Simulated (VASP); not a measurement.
All values below come from PBE GGA, VASP's PBE PAW potentials (set 64) (plane waves; VASP).

The input files of a VASP run:

INCAR:
```
! general
SYSTEM =HgTe
PREC   =Accurate
ENCUT  =520
LREAL  =F
LASPH  =T

! electronic loop
EDIFF  =1E-6
NELM   =100
ALGO   =Normal
LMAXMIX=6

! smearing
ISMEAR =1
SIGMA  =0.1

! functional
GGA    =PE

! ions
IBRION =2
NSW    =60
ISIF   =3
EDIFFG =-0.01

! output
LWAVE  =F
LCHARG =F
```

**POSCAR**
```
HgTe
1
   -0.0000000000     3.3273268960     3.3273268960
    3.3273268960    -0.0000000000     3.3273268960
    3.3273268960     3.3273268960     0.0000000000
Hg Te
1 1
Direct
  0.0000000000   0.0000000000   0.0000000000
  0.2500000000   0.2500000000   0.2500000000
```

### KPOINTS
```
Automatic mesh
0
Gamma
9 9 9
0 0 0
```

POTCAR, in this order: Hg Te (PBE.64 set). Program: vasp_std.

The resulting files:

### OSZICAR
```
       N       E                     dE             d eps       ncg     rms          rms(c)
DAV:   1     0.105457633154E+03    0.10546E+03   -0.79792E+03   910   0.118E+03
DAV:   2     0.609088351213E+00   -0.10485E+03   -0.99100E+02  1000   0.262E+02
DAV:   3    -0.380625154370E+01   -0.44153E+01   -0.43996E+01  1125   0.559E+01
DAV:   4    -0.385152747386E+01   -0.45276E-01   -0.45270E-01  1237   0.510E+00
DAV:   5    -0.385166141572E+01   -0.13394E-03   -0.13394E-03  1105   0.276E-01    0.655E+00
DAV:   6    -0.365658003576E+01    0.19508E+00   -0.48153E-01  1040   0.972E+00    0.531E+00
DAV:   7    -0.365125759693E+01    0.53224E-02   -0.97431E-02  1000   0.239E+00    0.208E+00
DAV:   8    -0.365077128423E+01    0.48631E-03   -0.92884E-03   950   0.128E+00    0.533E-01
DAV:   9    -0.365081417201E+01   -0.42888E-04   -0.81527E-04  1075   0.345E-01    0.107E-01
DAV:  10    -0.365084649863E+01   -0.32327E-04   -0.93811E-05  1013   0.963E-02    0.500E-02
DAV:  11    -0.365086117308E+01   -0.14674E-04   -0.30921E-05   955   0.450E-02    0.239E-02
DAV:  12    -0.365086022283E+01    0.95025E-06   -0.38863E-06  1075   0.156E-02
   1 F= -.36508602E+01 E0= -.36509613E+01  d E =-.365086E+01
```

OUTCAR:
```
------------------------ aborting loop because EDIFF is reached ----------------------------------------
  FORCE on cell =-STRESS in cart. coord.  units (eV):
  Direction    XX          YY          ZZ          XY          YZ          ZX
  --------------------------------------------------------------------------------------
  Total       -0.0064566     -0.0064566     -0.0064566      0.0000000      0.0000000     -0.0000000
  in kB       -0.1404097     -0.1404097     -0.1404097      0.0000000      0.0000000     -0.0000000
  external PRESSURE =      -0.1404097 kB  Pullay stress =       0.0000000 kB
  volume of cell :       73.67
      direct lattice vectors                 reciprocal lattice vectors
     0.000000000  3.327326896  3.327326896    -0.150270778  0.150270778  0.150270778
     3.327326896  0.000000000  3.327326896     0.150270778 -0.150270778  0.150270778
     3.327326896  3.327326896  0.000000000     0.150270778  0.150270778 -0.150270778
 POSITION                                       TOTAL-FORCE (eV/Angst)
 -----------------------------------------------------------------------------------
      0.00000      0.00000      0.00000         0.000000      0.000000      0.000000
      1.66366      1.66366      1.66366        -0.000000     -0.000000     -0.000000
 -----------------------------------------------------------------------------------
    total drift:                               -0.000000     -0.000000     -0.000000
  FREE ENERGIE OF THE ION-ELECTRON SYSTEM (eV)
  ---------------------------------------------------
  free  energy   TOTEN  =        -3.6508602228 eV

  energy  without entropy=       -3.6511633427  energy(sigma->0) =       -3.65096126

 reached required accuracy - stopping structural energy minimisation
```
(Selected blocks of OUTCAR.)

The compound is HgTe in the zinc blende structure. It was relaxed first, which changed the volume by +9 %. The start is the result of an earlier pass.
